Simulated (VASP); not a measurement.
A run of VASP 6.6.1 is set up as follows.

File INCAR:

```
ALGO = Normal ; EDIFF = 1E-7
EDIFFG = -0.005 ; ENCUT = 600
GGA = PS ; IBRION = 2
ISIF = 3 ; ISMEAR = 1
KPAR = 4 ; LASPH = T
LCHARG = F ; LREAL = F
LWAVE = F ; NELM = 80
NSW = 90 ; PREC = Accurate
SIGMA = 0.1
```

KPOINTS

```
k-points
0
Gamma
  6 6 6
```

Contents of POSCAR:

```
Sb2Pt                                   
1.0
    6.4600575478     -0.0000000000     -0.0000000000
   -0.0000000000      6.4600575478     -0.0000000000
    0.0000000000     -0.0000000000      6.4600575478
  Sb              Pt            
     8     4
Direct
     0.3743955486752746    0.3743955486752746    0.3743955486752746
     0.1256044513247254    0.6256044513247254    0.8743955486752746
     0.8743955486752746    0.1256044513247254    0.6256044513247254
     0.6256044513247254    0.8743955486752746    0.1256044513247254
     0.6256044513247254    0.6256044513247254    0.6256044513247254
     0.8743955486752746    0.3743955486752746    0.1256044513247254
     0.1256044513247254    0.8743955486752746    0.3743955486752746
     0.3743955486752746    0.1256044513247254    0.8743955486752746
     0.0000000000000000    0.0000000000000000    0.0000000000000000
     0.5000000000000000    0.0000000000000000    0.5000000000000000
     0.5000000000000000    0.5000000000000000    0.0000000000000000
     0.0000000000000000    0.5000000000000000    0.5000000000000000
```

Potentials or basis: VASP PAW PBE potentials, release 64 (Sb, Pt).

Launch:

```sh
$ cat potpaw_PBE.64/Sb/POTCAR potpaw_PBE.64/Pt/POTCAR > POTCAR
$ mpirun -np 4 vasp_std > vasp.out
```

Question: What does it give for the band gap on the k mesh?

Answer: None (metal or under the smearing width).

Forces on the atoms (eV/Å):
```
Sb  -0.001 -0.001 -0.001
Sb   0.001  0.001 -0.001
Sb  -0.001  0.001  0.001
Sb   0.001 -0.001  0.001
Sb   0.001  0.001  0.001
Sb  -0.001 -0.001  0.001
Sb   0.001 -0.001 -0.001
Sb  -0.001  0.001 -0.001
Pt   0.000  0.000  0.000
Pt   0.000  0.000  0.000
Pt   0.000  0.000  0.000
Pt   0.000  0.000  0.000
```

Caveat: the relaxation stopped at its first step, so nothing moved; the PAW data sets were made with another functional, which shifts forces and pressure a little. Spin-orbit coupling is left out, which matters for the levels of Pt, Sb.
